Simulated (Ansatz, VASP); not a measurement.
**Two plane-wave programs on BaLiF3**

File INCAR:

```
SYSTEM = BaLiF3
PREC     = Accurate       ! precision mode
ENCUT    = 520            ! plane-wave cutoff, eV
EDIFF    = 1E-6           ! SCF threshold, eV
ISMEAR   = 0              ! smearing method
SIGMA    = 0.05           ! smearing width, eV
LREAL    = .False.        ! projectors in reciprocal space
LASPH    = .True.         ! aspherical terms in the spheres
NELM     = 100            ! most SCF steps
ALGO     = Normal         ! electronic algorithm
ISIF     = 2              ! what is computed and relaxed
LWAVE    = .False.        ! write WAVECAR
LCHARG   = .False.        ! write CHGCAR
GGA      = CA             ! functional
NBANDS   = 25             ! bands
```

KPOINTS

```
regular mesh
0
Gamma
  6 6 6
  0 0 0
```

Contents of POSCAR:

```
BaLiF3
1.0
    3.6894380170      0.0000000000      0.0000000000
    0.0000000000      3.6894380170      0.0000000000
    0.0000000000      0.0000000000      3.9885816400
Ba Li F
1 1 3
Direct
    0.0000000000      0.0000000000      0.0000000000
    0.5000000000      0.5000000000      0.5000000000
    0.0000000000      0.5000000000      0.5000000000
    0.5000000000      0.5000000000      0.0000000000
    0.5000000000      0.0000000000      0.5000000000
```

Input for Ansatz:

```yaml
crystal:
  lattice:
    - [3.689438017, 0.0, 0.0]
    - [0.0, 3.689438017, 0.0]
    - [0.0, 0.0, 3.98858164]
  atoms:
    - { symbol: Ba, position: [0.0, 0.0, 0.0] }
    - { symbol: Li, position: [0.5, 0.5, 0.5] }
    - { symbol: F, position: [0.0, 0.5, 0.5] }
    - { symbol: F, position: [0.5, 0.5, 0.0] }
    - { symbol: F, position: [0.5, 0.0, 0.5] }
basis:
  ecutwfc: 420
kpoints:
  mp_grid: { grid: [6, 6, 6] }
hamiltonian:
  xc: lda
scf:
  occupations: { method: gaussian, width: 0.05 }
output:
  forces: true
  stress: true
  eigenvalues: true
```

Change from the starting cell: strain -0.0750 x Voigt [1, 1, 0, 0, 0, 0], atoms carried along.

Alike in both runs: task single point; functional LDA; k mesh 6 × 6 × 6; occupations gaussian, width 0.05 eV; no spin polarisation.

|  | VASP | Ansatz |
| --- | --- | --- |
| version | VASP 6.6.1 | Ansatz 0.2.0 |
| potentials or method | VASP PAW LDA potentials, release 64 (Ba_sv, Li_sv, F) | scalar-relativistic, plane waves, PAW |
| plane-wave cutoff (eV) | 520 | 420 |
| valence electrons in the cell | 34 | 34 |

Ansatz gave:

* gap on the k mesh at the Fermi level (eV): 6.22
* least direct gap on the mesh (eV): 6.24

Task: Estimate VASP's values.

Result: gap on the k mesh at the Fermi level (eV): 6.08; least direct gap on the mesh (eV): 6.12.

Caveats: spin-orbit coupling is left out, which moves the levels of the heavy elements. A k mesh can miss the band edges.
